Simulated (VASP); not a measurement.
**BAs: energy against volume**

BAs (zinc blende, F-43m, 13.332 Å³/atom and stress up to 0.01 GPa in the relaxed cell, cube axes along x, y and z) under an equal strain ε along all three axes. LDA in VASP (plane waves, PAW), 600 eV, 12×12×12 Γ-centred mesh, Gaussian smearing 0.05 eV; ions are relaxed, or left where forces stay under 0.02 eV/Å, within the symmetry of each cell.

Here V stands for volume and E for E less E0.

| volume (Å³/atom) | E less E0 (meV/atom) | pressure (GPa) |
|---|---|---|
| 12.1676 | ? | ? |
| 12.5478 | 23.64 | 10.10 |
| 12.7409 | 13.12 | 7.32 |
| 12.9359 | 5.76 | 4.72 |
| 13.1328 | 1.43 | 2.28 |
| 13.3318 | 0.00 | -0.01 |
| 13.5328 | 1.33 | -2.15 |
| 13.7358 | 5.30 | -4.15 |
| 13.9408 | 11.78 | -6.02 |
| 14.1478 | 20.66 | -7.76 |

The 9 complete rows are fitted with the third-order Birch-Murnaghan form, a cubic in V^(-2/3), E against V. With u = V^(-2/3) - 0.178, the rows have u = 0.007192, 0.005316, 0.003469, 0.001651, -0.000142, -0.001907, -0.003646, -0.005360, -0.007048. Least squares gives E = 0.013 + 140.94·u + 436461·u² + 110905·u³. Residuals (row less fit): -0.004, 0.007, 0.001, -0.006, -0.002, -0.001, 0.004, 0.000, -0.002; standard error 0.005 (degrees of freedom: 5). Its minimum lies at u = -0.000161, so V0 = (0.177839)^(-3/2) = 13.33. There d²E/du² = 872800 and d³E/du³ = 665400, so B0 = (4/9) × 13.33^(-7/3) × 872800 × 0.160218 = 147 GPa (the last factor turns the table's units into GPa), and B0' = 4 + (2/3) × 0.177839 × (665400)/872800 = 4.1. B0' rests on the cubic coefficient alone and has a standard error of 0.1 from these residuals.

**Question.** Predict the withheld E at V = 12.1676 from the fit, and compare with the calculation.

**Answer.** u = 0.011030, so E = 0.013 + 140.94 × 0.011030 + 436461 × 0.011030² + 110905 × 0.011030³ = 54.817 meV/atom. The calculation gives 54.79 meV/atom, 0.027 meV/atom below the prediction (0.0 % of the range of E in the table). The row lies outside the fitted rows, so this is an extrapolation. The scatter of the fitted rows lies at the last printed digit.

Other structures, which can take over under pressure, weren't tried. The same form fitted to the pressure column gives B0' = 4.1; series where the two differ by over 0.4 aren't shown. Rows are the converged runs of the series near zero and its far end, less any whose ions stayed unrelaxed beside relaxed ones; series whose fitted rows scatter by over a few per cent of the range, as at a crossing or softening among them, aren't shown in this form.
